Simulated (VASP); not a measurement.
All values below come from PBE GGA, VASP's PBE PAW potentials (set 64) (plane waves; VASP).

Input for VASP

KPOINTS:
```
Automatic mesh
0
Gamma
6 6 2
0 0 0
```

**POSCAR**
```
SiC
1
    3.0766200000     0.0000000000     0.0000000000
   -1.5383100000     2.6644310000     0.0000000000
    0.0000000000     0.0000000000    15.0980800000
Si C
6 6
Direct
  0.3333330000   0.6666670000   0.8329900000
  0.6666670000   0.3333330000   0.3329900000
  0.6666670000   0.3333330000   0.6665000000
  0.3333330000   0.6666670000   0.1665000000
  0.0000000000   0.0000000000   0.4997300000
  0.0000000000   0.0000000000   0.9997300000
  0.0000000000   0.0000000000   0.8743700000
  0.0000000000   0.0000000000   0.3743700000
  0.3333330000   0.6666670000   0.7080000000
  0.6666670000   0.3333330000   0.2080000000
  0.6666670000   0.3333330000   0.5415200000
  0.3333330000   0.6666670000   0.0415200000
```

### INCAR
```
ALGO = Normal
EDIFF = 1E-6
ENCUT = 400
GGA = PE
ISIF = 2
ISMEAR = -1
LASPH = .TRUE.
LCHARG = .FALSE.
LREAL = .FALSE.
LWAVE = .FALSE.
NELM = 100
PREC = Accurate
SIGMA = 0.05
SYSTEM = SiC
```

POTCAR, in this order: Si C (PBE.64 set). Program: vasp_std.

Output of the run:

### OSZICAR
```
       N       E                     dE             d eps       ncg     rms          rms(c)
DAV:   1     0.119161730109E+03    0.11916E+03   -0.18940E+04   868   0.112E+03
DAV:   2    -0.904309690003E+02   -0.20959E+03   -0.19857E+03  1164   0.214E+02
DAV:   3    -0.101250648268E+03   -0.10820E+02   -0.10748E+02  1064   0.504E+01
DAV:   4    -0.101442202644E+03   -0.19155E+00   -0.19117E+00  1081   0.737E+00
DAV:   5    -0.101447266988E+03   -0.50643E-02   -0.50624E-02  1043   0.113E+00    0.216E+01
DAV:   6    -0.906818607699E+02    0.10765E+02   -0.36317E+01   987   0.239E+01    0.959E+00
DAV:   7    -0.903864442521E+02    0.29542E+00   -0.29612E+00  1170   0.711E+00    0.418E+00
DAV:   8    -0.903449865823E+02    0.41458E-01   -0.19342E-01  1036   0.199E+00    0.112E+00
DAV:   9    -0.903420021631E+02    0.29844E-02   -0.24462E-02  1050   0.786E-01    0.179E-01
DAV:  10    -0.903427134811E+02   -0.71132E-03   -0.20426E-03  1105   0.216E-01    0.879E-02
DAV:  11    -0.903428217497E+02   -0.10827E-03   -0.27750E-04  1043   0.101E-01    0.186E-02
DAV:  12    -0.903428251218E+02   -0.33722E-05   -0.12987E-05  1097   0.178E-02    0.682E-03
DAV:  13    -0.903428268884E+02   -0.17666E-05   -0.10022E-06   707   0.559E-03    0.343E-03
DAV:  14    -0.903428270632E+02   -0.17479E-06   -0.10820E-07   700   0.184E-03
   1 F= -.90342827E+02 E0= -.90342827E+02  d E =-.435328E-09
```

OUTCAR:
```
------------------------ aborting loop because EDIFF is reached ----------------------------------------
  FORCE on cell =-STRESS in cart. coord.  units (eV):
  Direction    XX          YY          ZZ          XY          YZ          ZX
  --------------------------------------------------------------------------------------
  Total        2.1503577      2.1503575      1.9839825      0.0000000      0.0000000     -0.0000000
  in kB       27.8369229     27.8369213     25.6831543      0.0000000      0.0000000     -0.0000000
  external PRESSURE =      27.1189995 kB  Pullay stress =       0.0000000 kB
  volume of cell :      123.77
      direct lattice vectors                 reciprocal lattice vectors
     3.076620000  0.000000000  0.000000000     0.325032016  0.187657327  0.000000000
    -1.538310000  2.664431000  0.000000000     0.000000000  0.375314654  0.000000000
     0.000000000  0.000000000 15.098080000     0.000000000  0.000000000  0.066233587
  FREE ENERGIE OF THE ION-ELECTRON SYSTEM (eV)
  ---------------------------------------------------
  free  energy   TOTEN  =       -90.3428270632 eV

  energy  without entropy=      -90.3428270628  energy(sigma->0) =      -90.34282706
```
(Selected blocks of OUTCAR.)

At this cut-off the stress carries a Pulay error, which pulls relaxed volumes low.

The structure comes from a computed database's SiC entry; how it stands against other phases isn't given here. The cell was not relaxed at this level.
